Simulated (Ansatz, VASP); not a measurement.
**Cross-check of H83C18N9O28 between VASP and Ansatz**

Aim: how closely do two programs agree when they are given the same cell, functional and k mesh? The cell is taken from a series of runs on this material, whose earlier steps may have relaxed, scaled, displaced or heated it; both programs get it as it stands.

Main program and level: Ansatz 0.2.0; plane waves, with VASP 6.6.1 beside it; single point at PBE with D3(BJ).

**1. Set-up**

The cell holds 138 atoms: 18 C, 9 N, 83 H and 28 O. Cell: a = 11.757 Å, b = 11.757 Å, c = 11.757 Å, α = 90.0°, β = 90.0°, γ = 90.0°.

**2. VASP: single point, PBE with D3(BJ)**

With cell and atoms fixed, the geometry can't cause a difference; cores, projectors, grids and the points listed under the comparison can.

Lines of VASP's logs that name or quote its potential files are left out, and so is its time.

INCAR reads:

```
SYSTEM = H83C18N9O28
PREC = Accurate
ENCUT = 600
EDIFF = 1E-06
NELM = 120
ISMEAR = 0
SIGMA = 0.05
LREAL = Auto
ALGO = Normal
GGA = PE
IVDW = 12
NBANDS = 280
LORBIT = 11
LWAVE = .FALSE.
LCHARG = .FALSE.
ISIF = 2
LASPH = .TRUE.
GGA_COMPAT = .FALSE.
EFERMI = MIDGAP
```

POSCAR reads:

```
H83C18N9O28
1.0
   11.7567100000      0.0000000000      0.0000000000
    0.0000000000     11.7567100000      0.0000000000
    0.0000000000      0.0000000000     11.7567100000
C N H O
18 9 83 28
Direct
    0.1062200000      0.9557600000      0.6675800000
    0.0077200000      0.9235000000      0.7288200000
    0.6191200000      0.4936400000      0.5634100000
    0.5723600000      0.4833500000      0.6758300000
    0.7262200000      0.5433600000      0.0926000000
    0.7391900000      0.6686800000      0.1104100000
    0.6721600000      0.0795900000      0.7614800000
    0.7549200000      0.1724400000      0.7503000000
    0.9727400000      0.2404600000      0.9793800000
    0.9261900000      0.1260500000      0.0047800000
    0.0649500000      0.6764300000      0.2187500000
    0.0619800000      0.5636100000      0.1632100000
    0.1694800000      0.0435200000      0.2512800000
    0.2292800000      0.0345100000      0.3602600000
    0.9964000000      0.3836300000      0.5832900000
    0.0340400000      0.3038400000      0.4901300000
    0.5072600000      0.7649300000      0.8686700000
    0.4539400000      0.7611100000      0.7581500000
    0.9277000000      0.8998200000      0.7755600000
    0.5328300000      0.4709400000      0.7638500000
    0.7502500000      0.7681400000      0.1141600000
    0.8066400000      0.2546700000      0.7420400000
    0.9020000000      0.0304300000      0.0201900000
    0.0877400000      0.4831600000      0.1171500000
    0.2785000000      0.0351000000      0.4467800000
    0.0821400000      0.2697600000      0.4113400000
    0.4025000000      0.7517600000      0.6742800000
    0.0911800000      0.0348200000      0.6205800000
    0.1352900000      0.8828700000      0.6093400000
    0.1801100000      0.9814500000      0.7306100000
[... 102 atom lines left out ...]
    0.3000900000      0.9571600000      0.9473700000
    0.3225000000      0.1796500000      0.8812200000
    0.0808200000      0.8544800000      0.0135300000
    0.8411600000      0.6065600000      0.4117100000
    0.1913100000      0.6465900000      0.5941000000
    0.4111500000      0.2779200000      0.0838100000
```

KPOINTS reads:

```
Automatic mesh
0
Gamma
1 1 1
0 0 0
```

Potentials, in the order of the species: C, N, H and O (PBE family, release 64).

The run is started by

```sh
export OMP_NUM_THREADS=3
mpirun -np 1 vasp_gam
```

Numbers of over 12 decimals in the logs are rounded to 6 here.

What it wrote:

```text
[banner, memory and clock lines left out]
running    1 mpi-ranks, on    1 nodes
[...]
Offloading initialized ...    1 GPUs detected
[...]
LDA part: xc-table for (Slater+PW92), standard interpolation
 POSCAR, INCAR and KPOINTS ok, starting setup
[...]
entering main loop
       N       E                     dE             d eps       ncg     rms          rms(c)
DAV:   1     0.316844860584E+04    0.31684E+04   -0.20354E+05   568   0.134E+03
DAV:   2    -0.401628710388E+03   -0.35701E+04   -0.33781E+04   712   0.307E+02
DAV:   3    -0.805386616850E+03   -0.40376E+03   -0.40007E+03   696   0.107E+02
DAV:   4    -0.814214275970E+03   -0.88277E+01   -0.87915E+01   688   0.179E+01
[...]
DAV:  18    -0.738786438204E+03    0.44863E-05   -0.33556E-05   664   0.129E-02    0.110E-02
DAV:  19    -0.738786431051E+03    0.71527E-05   -0.75229E-06   640   0.988E-03    0.390E-03
DAV:  20    -0.738786430208E+03    0.84299E-06   -0.60979E-06   656   0.546E-03
   1 F= -.74396504E+03 E0= -.74396504E+03  d E =0.000000E+00
```

OUTCAR, selected parts (step 2):

```text
  FREE ENERGIE OF THE ION-ELECTRON SYSTEM (eV)
  ---------------------------------------------------
  free  energy   TOTEN  =      -743.9650438214 eV

  energy  without entropy=     -743.9650438214  energy(sigma->0) =     -743.96504382
```

The run ends at a pressure of -1.36 GPa, with forces up to 5.5 eV/Å.

**3. Ansatz: single point, PBE with D3(BJ)**

Ansatz runs on its default PAW (the set named soft_2) files.

The same cell, functional, mesh and smearing now go to Ansatz, which takes its cutoff from its data sets.

input.yaml reads:

```yaml
crystal:
  lattice:
    - [11.75671, 0.0, 0.0]
    - [0.0, 11.75671, 0.0]
    - [0.0, 0.0, 11.75671]
  atoms:
    - { symbol: C, position: [0.10622, 0.95576, 0.66758] }
    - { symbol: C, position: [0.00772, 0.9235, 0.72882] }
    - { symbol: "N", position: [0.9277, 0.89982, 0.77556] }
    - { symbol: H, position: [0.09118, 0.03482, 0.62058] }
    - { symbol: H, position: [0.13529, 0.88287, 0.60934] }
    - { symbol: H, position: [0.18011, 0.98145, 0.73061] }
    - { symbol: C, position: [0.61912, 0.49364, 0.56341] }
    - { symbol: C, position: [0.57236, 0.48335, 0.67583] }
    - { symbol: "N", position: [0.53283, 0.47094, 0.76385] }
    - { symbol: H, position: [0.64691, 0.57845, 0.55662] }
    - { symbol: H, position: [0.56786, 0.47875, 0.49134] }
    - { symbol: H, position: [0.68175, 0.42845, 0.56064] }
    - { symbol: C, position: [0.72622, 0.54336, 0.0926] }
    - { symbol: C, position: [0.73919, 0.66868, 0.11041] }
    - { symbol: "N", position: [0.75025, 0.76814, 0.11416] }
    - { symbol: H, position: [0.66699, 0.501, 0.15494] }
    - { symbol: H, position: [0.80722, 0.49993, 0.09495] }
    - { symbol: H, position: [0.68199, 0.52536, 0.01132] }
    - { symbol: C, position: [0.67216, 0.07959, 0.76148] }
    - { symbol: C, position: [0.75492, 0.17244, 0.7503] }
    - { symbol: "N", position: [0.80664, 0.25467, 0.74204] }
    - { symbol: H, position: [0.61294, 0.08613, 0.68964] }
    - { symbol: H, position: [0.61039, 0.0797, 0.82928] }
    - { symbol: H, position: [0.70694, 0.99649, 0.7569] }
    - { symbol: C, position: [0.97274, 0.24046, 0.97938] }
    - { symbol: C, position: [0.92619, 0.12605, 0.00478] }
    - { symbol: "N", position: [0.902, 0.03043, 0.02019] }
    - { symbol: H, position: [0.9095, 0.30626, 0.97115] }
    - { symbol: H, position: [0.01982, 0.2399, 0.89876] }
    - { symbol: H, position: [0.02632, 0.26787, 0.05027] }
    - { symbol: C, position: [0.06495, 0.67643, 0.21875] }
    - { symbol: C, position: [0.06198, 0.56361, 0.16321] }
    - { symbol: "N", position: [0.08774, 0.48316, 0.11715] }
    - { symbol: H, position: [0.98491, 0.71824, 0.19108] }
    - { symbol: H, position: [0.13864, 0.71822, 0.19028] }
    - { symbol: H, position: [0.05298, 0.66691, 0.31147] }
    - { symbol: C, position: [0.16948, 0.04352, 0.25128] }
    - { symbol: C, position: [0.22928, 0.03451, 0.36026] }
    - { symbol: "N", position: [0.2785, 0.0351, 0.44678] }
    - { symbol: H, position: [0.23449, 0.04768, 0.18652] }
    - { symbol: H, position: [0.11715, 0.12337, 0.23941] }
    - { symbol: H, position: [0.10596, 0.97809, 0.24379] }
    - { symbol: C, position: [0.9964, 0.38363, 0.58329] }
    - { symbol: C, position: [0.03404, 0.30384, 0.49013] }
    - { symbol: "N", position: [0.08214, 0.26976, 0.41134] }
    - { symbol: H, position: [0.00368, 0.33532, 0.66014] }
    - { symbol: H, position: [0.91302, 0.41649, 0.56725] }
    - { symbol: H, position: [0.05833, 0.4546, 0.58213] }
    - { symbol: C, position: [0.50726, 0.76493, 0.86867] }
    - { symbol: C, position: [0.45394, 0.76111, 0.75815] }
    - { symbol: "N", position: [0.4025, 0.75176, 0.67428] }
    - { symbol: H, position: [0.59603, 0.73669, 0.87426] }
    - { symbol: H, position: [0.45164, 0.71804, 0.93529] }
    - { symbol: H, position: [0.50166, 0.85084, 0.89981] }
    - { symbol: O, position: [0.96646, 0.68879, 0.59407] }
    - { symbol: H, position: [0.04713, 0.66237, 0.59945] }
    - { symbol: H, position: [0.96449, 0.76752, 0.56193] }
    - { symbol: O, position: [0.43352, 0.47447, 0.97645] }
    - { symbol: H, position: [0.4942, 0.47743, 0.91692] }
    - { symbol: H, position: [0.35961, 0.49991, 0.9429] }
    - { symbol: O, position: [0.8407, 0.54338, 0.85601] }
    - { symbol: H, position: [0.79259, 0.60945, 0.83243] }
    - { symbol: H, position: [0.82593, 0.47761, 0.80414] }
    - { symbol: O, position: [0.27985, 0.53634, 0.83915] }
    - { symbol: H, position: [0.33562, 0.51453, 0.77875] }
    - { symbol: H, position: [0.20072, 0.52738, 0.80926] }
    - { symbol: O, position: [0.45014, 0.19877, 0.46281] }
    - { symbol: H, position: [0.37619, 0.1607, 0.44503] }
    - { symbol: H, position: [0.44848, 0.22804, 0.54266] }
    - { symbol: O, position: [0.73724, 0.68496, 0.70001] }
    - { symbol: H, position: [0.82069, 0.70007, 0.70657] }
    - { symbol: H, position: [0.70214, 0.74198, 0.64755] }
    - { symbol: O, position: [0.34508, 0.83075, 0.20536] }
    - { symbol: H, position: [0.40308, 0.89221, 0.19569] }
    - { symbol: H, position: [0.34572, 0.80359, 0.28596] }
    - { symbol: O, position: [0.45862, 0.6309, 0.15362] }
    - { symbol: H, position: [0.4165, 0.7046, 0.15904] }
    - { symbol: H, position: [0.43678, 0.59099, 0.08175] }
    - { symbol: O, position: [0.4034, 0.2702, 0.6819] }
    - { symbol: H, position: [0.35277, 0.22366, 0.73195] }
    - { symbol: H, position: [0.44591, 0.32666, 0.72922] }
    - { symbol: O, position: [0.5802, 0.30527, 0.28836] }
    - { symbol: H, position: [0.53142, 0.25749, 0.33908] }
    - { symbol: H, position: [0.53973, 0.31897, 0.21481] }
    - { symbol: O, position: [0.67151, 0.96856, 0.01823] }
    - { symbol: H, position: [0.74336, 0.00349, 0.98903] }
    - { symbol: H, position: [0.68732, 0.88941, 0.04504] }
    - { symbol: O, position: [0.794, 0.13353, 0.32854] }
    - { symbol: H, position: [0.81288, 0.12654, 0.2459] }
    - { symbol: H, position: [0.80952, 0.21302, 0.35454] }
    - { symbol: O, position: [0.62935, 0.03416, 0.46088] }
    - { symbol: H, position: [0.57598, 0.09967, 0.47065] }
    - { symbol: H, position: [0.69414, 0.05757, 0.41098] }
    - { symbol: O, position: [0.48065, 0.01115, 0.14222] }
    - { symbol: H, position: [0.48271, 0.09302, 0.16519] }
    - { symbol: H, position: [0.54519, 0.99494, 0.08924] }
    - { symbol: O, position: [0.79083, 0.36713, 0.36809] }
    - { symbol: H, position: [0.70742, 0.35547, 0.35618] }
    - { symbol: H, position: [0.80684, 0.45017, 0.37719] }
    - { symbol: O, position: [0.0587, 0.47964, 0.84834] }
    - { symbol: H, position: [0.07774, 0.46144, 0.92922] }
    - { symbol: H, position: [0.97841, 0.50732, 0.84365] }
    - { symbol: O, position: [0.38823, 0.48489, 0.31838] }
    - { symbol: H, position: [0.33698, 0.43121, 0.27683] }
    - { symbol: H, position: [0.42272, 0.53963, 0.26316] }
    - { symbol: O, position: [0.61124, 0.78929, 0.51754] }
    - { symbol: H, position: [0.56826, 0.7467, 0.45776] }
    - { symbol: H, position: [0.60861, 0.87257, 0.50044] }
    - { symbol: O, position: [0.37326, 0.78614, 0.43571] }
    - { symbol: H, position: [0.39613, 0.76178, 0.51393] }
    - { symbol: H, position: [0.36131, 0.87034, 0.43459] }
    - { symbol: O, position: [0.92101, 0.97876, 0.48942] }
    - { symbol: H, position: [0.93894, 0.02739, 0.42198] }
    - { symbol: H, position: [0.84483, 0.00035, 0.52048] }
    - { symbol: O, position: [0.21402, 0.31, 0.21335] }
    - { symbol: H, position: [0.17202, 0.36503, 0.16392] }
    - { symbol: H, position: [0.16634, 0.29062, 0.28107] }
    - { symbol: O, position: [0.32496, 0.44968, 0.53841] }
    - { symbol: H, position: [0.33759, 0.37204, 0.57075] }
    - { symbol: H, position: [0.35812, 0.45355, 0.46018] }
    - { symbol: O, position: [0.30009, 0.95716, 0.94737] }
    - { symbol: H, position: [0.34922, 0.94737, 0.01611] }
    - { symbol: H, position: [0.22754, 0.91406, 0.958] }
    - { symbol: O, position: [0.3225, 0.17965, 0.88122] }
    - { symbol: H, position: [0.29779, 0.10039, 0.8997] }
    - { symbol: H, position: [0.35452, 0.21634, 0.95096] }
    - { symbol: O, position: [0.08082, 0.85448, 0.01353] }
    - { symbol: H, position: [0.07753, 0.82096, 0.93543] }
    - { symbol: H, position: [0.01432, 0.90626, 0.02498] }
    - { symbol: O, position: [0.84116, 0.60656, 0.41171] }
    - { symbol: H, position: [0.79063, 0.66726, 0.38012] }
    - { symbol: H, position: [0.86829, 0.62962, 0.48896] }
    - { symbol: O, position: [0.19131, 0.64659, 0.5941] }
    - { symbol: H, position: [0.24924, 0.69382, 0.6347] }
    - { symbol: H, position: [0.22929, 0.57897, 0.55917] }
    - { symbol: O, position: [0.41115, 0.27792, 0.08381] }
    - { symbol: H, position: [0.34238, 0.28004, 0.13383] }
    - { symbol: H, position: [0.42379, 0.35481, 0.04972] }
kpoints:
  mp_grid: { grid: [1, 1, 1] }
hamiltonian:
  xc: pbe
  dispersion: d3bj
scf:
  occupations: { method: gaussian, width: 0.05 }
output:
  forces: true
  stress: true
  populations: intrinsic
  dos:
    method: { smearing: { sigma: 0.15 } }
    de: 0.1
    projected: { site_lists: { C: [C], H: [H], "N": ["N"], O: [O] } }
  eigenvalues: true
```

The run is started by

```sh
ansatz run input.yaml --threads 4 --pin off --max-ram 8192MiB --backend cpu --events-out ev --progress --plain --runs-dir out
```

What it wrote:

```text
Engine: ansatz 0.2.0, x86_64-unknown-linux-gnu
Pseudopotentials: kind: paw
Pseudopotential: C, paw, valence charge 4, recommended cutoff 420 eV (normal), C.paw.azcp
Pseudopotential: N, paw, valence charge 5, recommended cutoff 420 eV (normal), N.paw.azcp
Pseudopotential: H, paw, valence charge 1, recommended cutoff 420 eV (normal), H.paw.azcp
Pseudopotential: O, paw, valence charge 6, recommended cutoff 420 eV (normal), O.paw.azcp
Functional definition: PBE
  parameter kappa = 0.804
  parameter beta = 0.066725
  exchange = pbe_x(kappa = kappa, mu = beta*pi^2/3)
  correlation = pbe_c(beta = beta)
Crystal: 138 atoms, lattice volume = 1625.015 Å³
Basis set: ecut = 420 eV, 31559 PW (Γ), exchange–correlation on 160×160×160 points (8 copies of the dense FFT grid, shifted against one another)
Bands: 322, of which v1, the nominal top of the filled ones, is band 184 counted from 1 (183 counted from 0)
Symmetry: 1 space group operations
Space group: P1 (ITA 1), of the structure as read, at distance tolerance 1.2e-4 Å
k-points: 1
Non-local potential: C, projectors of the file, l = 0: 2, l = 1: 2, l = 2: 1
Non-local potential: N, projectors of the file, l = 0: 2, l = 1: 2, l = 2: 1
Non-local potential: H, projectors of the file, l = 0: 2, l = 1: 1
Non-local potential: O, projectors of the file, l = 0: 2, l = 1: 2, l = 2: 1
PAW form: soft (Blöchl's): semilocal exchange-correlation on the pseudo side does not see the compensation charge
PAW one-centre angular grid: C, 110 points (default); XC on 64 Gauss nodes
PAW one-centre angular grid: N, 110 points (default); XC on 64 Gauss nodes
PAW one-centre angular grid: H, 110 points (default); XC on 64 Gauss nodes
PAW one-centre angular grid: O, 110 points (default); XC on 64 Gauss nodes
Initial density: superposition of atomic densities (neutral atoms: chi_scale 0, normalization atom), corrected by the library's trained network
Initial wavefunctions: pseudopotential atomic-orbital guess
Functional: x = pbe(κ = 0.804, μ = 0.219515), c = pbe(β = 0.066725)
SCF iter   1: F=—  HF=-25191.872790 eV  |F-HF|=—  |Δ(HF+E_count)|=         —  Δρ=3.26e-3  dr2=2.34e-1  ethr=1.77e-3  ⟨swp⟩=6.0  Hψ=1471  notcnv=0  defer=36
preconditioner: auto → Resta (q_TF=auto, 2.130 Å⁻¹)  ε∞=2.2  [insulator: Δε(μ)=4.397 eV  Ē_g=16.061 eV  σ=0.050 eV  W_gap=1.00  n_scr=250 (ndim 8)  ℏωp=17.7 eV  f_vac=0.278  D(μ)=0.00/eV (n_scr^D=0)  ε∞_Penn≈2.2]
SCF iter   2: F=—  HF=-25191.835055 eV  |F-HF|=—  |Δ(HF+E_count)|=   3.77e-2  Δρ=1.73e-3  dr2=6.05e-2  ethr=6.35e-5  ⟨swp⟩=2.0  Hψ=534  notcnv=0  defer=131
SCF iter   3: F=—  HF=-25191.822286 eV  |F-HF|=—  |Δ(HF+E_count)|=   1.28e-2  Δρ=9.04e-4  dr2=2.26e-2  ethr=1.65e-5  ⟨swp⟩=2.0  Hψ=351  notcnv=0  defer=131
SCF iter   4: F=—  HF=-25191.818270 eV  |F-HF|=—  |Δ(HF+E_count)|=   4.02e-3  Δρ=4.70e-4  dr2=4.57e-3  ethr=6.15e-6  ⟨swp⟩=3.0  Hψ=728  notcnv=0  defer=130
SCF iter   5: F=—  HF=-25191.817344 eV  |F-HF|=—  |Δ(HF+E_count)|=   9.26e-4  Δρ=1.76e-4  dr2=5.87e-4  ethr=1.24e-6  ⟨swp⟩=2.0  Hψ=350  notcnv=0  defer=130
SCF iter   6: F=—  HF=-25191.817245 eV  |F-HF|=—  |Δ(HF+E_count)|=   9.92e-5  Δρ=8.04e-5  dr2=1.25e-4  ethr=1.59e-7  ⟨swp⟩=2.0  Hψ=349  notcnv=0  defer=130
SCF iter   7: F=—  HF=-25191.817244 eV  |F-HF|=—  |Δ(HF+E_count)|=   2.83e-7  Δρ=4.04e-5  dr2=3.06e-5  ethr=3.40e-8  ⟨swp⟩=2.0  Hψ=321  notcnv=0  defer=130
SCF iter   8: F=—  HF=-25191.817366 eV  |F-HF|=—  |Δ(HF+E_count)|=   1.21e-4  Δρ=1.05e-5  dr2=1.77e-6  ethr=8.31e-9  ⟨swp⟩=2.0  Hψ=477  notcnv=0  defer=130
SCF iter   9: F=—  HF=-25191.817366 eV  |F-HF|=—  |Δ(HF+E_count)|=   5.16e-7  Δρ=5.71e-6  dr2=5.50e-7  ethr=4.80e-10  ⟨swp⟩=2.0  Hψ=374  notcnv=0  defer=130
SCF iter  10: F=—  HF=-25191.817366 eV  |F-HF|=—  |Δ(HF+E_count)|=   3.97e-8  Δρ=2.32e-6  dr2=1.04e-7  ethr=1.49e-10  ⟨swp⟩=2.0  Hψ=374  notcnv=0  defer=130
SCF iter  11: F=-25191.817366 eV  HF=-25191.817366 eV  |F-HF|=7.34e-9  |Δ(HF+E_count)|=   8.76e-9  Δρ=9.28e-7  dr2=1.37e-8  ethr=2.72e-11  ⟨swp⟩=15.0  Hψ=1998  notcnv=0
SCF 1 converged in 11 iterations: F = -25191.817366 eV  dr2 = 1.37e-8
  greatest PAW one-centre occupation: 0.864 electrons in one spin orbital (limit 2), on the O atom at site 75 (counted from 0), in its partial waves of l = 0
SCF converged after 11 iterations
Free energy (F): -25191.817366 eV
Harris-Foulkes:  -25191.817366 eV  (|F-HF|=7.34e-9)
Internal energy: -25191.817366 eV  (E = F + TS)
E sigma→0 (E₀):  -25191.817366 eV
Fermi energy:    -0.060822 eV
--- Per-component energies (eV) ---
  E_band       = -3417.257999
  E_kinetic    = 8772.705887
  E_local      = -27578.780680  (includes V_loc(G=0)·N_el)
  E_nonlocal   = 2413.025957
  E_hartree    = 9809.026414
  E_xc         = -4158.119961
  E_vxc        = -5273.183257  (∫ρ·V_xc dr)
  E_paw        = -7420.833457  (= ΣΔE_a)
  E_vpaw       = -1369.044527  (= ΣTr[D̂ρ^β])
  E_aug_tail   = -0.030403  (compensation charges beyond the density's cutoff)
[...]
atom  97  O     -0.27137522     0.38264911     0.21333684
  atom  98  H      0.52896629     0.36555128    -0.35833151
  atom  99  H     -0.28524320    -0.67873928    -0.01674820
  atom 100  O      0.26320143    -0.43606919     0.60569026
  atom 101  H     -0.60438713     0.49111514    -1.03725977
  atom 102  H      0.71180811     0.18713269     0.56231453
  atom 103  O     -0.55956273    -0.66269516    -0.22521580
  atom 104  H      0.69148208     0.80332387     0.33393281
  atom 105  H     -0.44355381    -0.22779949    -0.06364014
  atom 106  O      0.03196697    -0.16031857    -0.55042396
  atom 107  H      0.47583855     1.18634892     0.78754914
  atom 108  H     -0.14095308    -0.61237155    -0.32222886
  atom 109  O      0.03415021     0.66346686    -0.09235347
  atom 110  H     -0.51007504     0.70630098    -0.58804937
  atom 111  H      0.31071668    -1.08956152     0.74805290
  atom 112  O     -0.30189856     0.34899644    -0.13135669
  atom 113  H     -0.99405060    -0.46662516     1.11780551
  atom 114  H      1.12288252    -0.02344495    -0.95349838
  atom 115  O     -0.07210455     0.12187324    -0.16897381
  atom 116  H      0.05872458    -0.41251228     0.76499314
  atom 117  H      0.20966876     0.43302500    -0.44427942
  atom 118  O      0.07534900    -0.45764835     0.02304074
  atom 119  H     -0.07675290     0.94621261    -0.33245861
  atom 120  H     -0.22709649    -0.03129406     0.34066399
[...]
atom 131  H      0.83927286    -0.79453986     0.86176726
  atom 132  H     -0.03076487     0.21245624    -0.56189517
  atom 133  O      0.19821184    -0.00837960     0.14984552
  atom 134  H     -0.40251424    -0.93753595    -0.68692158
  atom 135  H      0.18809960     0.56103090     0.57869634
  atom 136  O     -0.16233741    -0.39114264     0.46033054
  atom 137  H      0.50038471     0.30237912    -0.43622223
  atom 138  H     -0.34998957    -0.03482546     0.06916533
  max |Σ_I F_I| component: 5.35e-5 eV/Å
--- Stress (GPa, compression-positive) ---
       -0.800788      -0.182761      -0.604791
       -0.182761      -2.015205      -0.100622
       -0.604791      -0.100622      -1.311962
  P = ⅓ Tr σ = -1.3760 GPa (-13.760 kbar)
--- Band table (eV) ---
  k-point 0: bands = [... 180 lower, -2.5736, -2.5358, -2.3932, -2.1518, 2.0302, 2.3440, 2.5796, 2.6165, ... 134 higher]
--- intrinsic populations: 138 sites ---
  site symbol       q [e]
     0      C      4.5438
     1      C      3.8276
     2      N      5.2872
     3      H      0.7603
     4      H      0.7856
     5      H      0.7963
     6      C      4.6075
     7      C      3.7406
     8      N      5.3042
     9      H      0.7527
    10      H      0.7469
    11      H      0.7580
    12      C      4.5550
    13      C      3.8064
    14      N      5.2554
    15      H      0.7709
    16      H      0.7691
    17      H      0.7771
    18      C      4.6160
    19      C      3.8108
    20      N      5.3038
    21      H      0.7574
    22      H      0.7532
    23      H      0.7585
[...]
130      H      0.6055
   131      H      0.6199
   132      O      6.7726
   133      H      0.6206
   134      H      0.6105
   135      O      6.7872
   136      H      0.6290
   137      H      0.6319
  spilling = -0.000000 (of n_electrons = 368.000000)
```

(Part 1 of 2 ends here.)

[Lines on the potential files, build, host, timing and source positions are cut from VASP's logs without a mark.]

[Logs are printed without paths, hosts, clocks, repeated set-up lines and the standing remarks that a program may print on its own settings, such as how far it seeks lower states.]

[Hosts, paths, dates, database ids (printed as entryN), source tags and the programs' standing remarks are cut or masked in the printed files.]
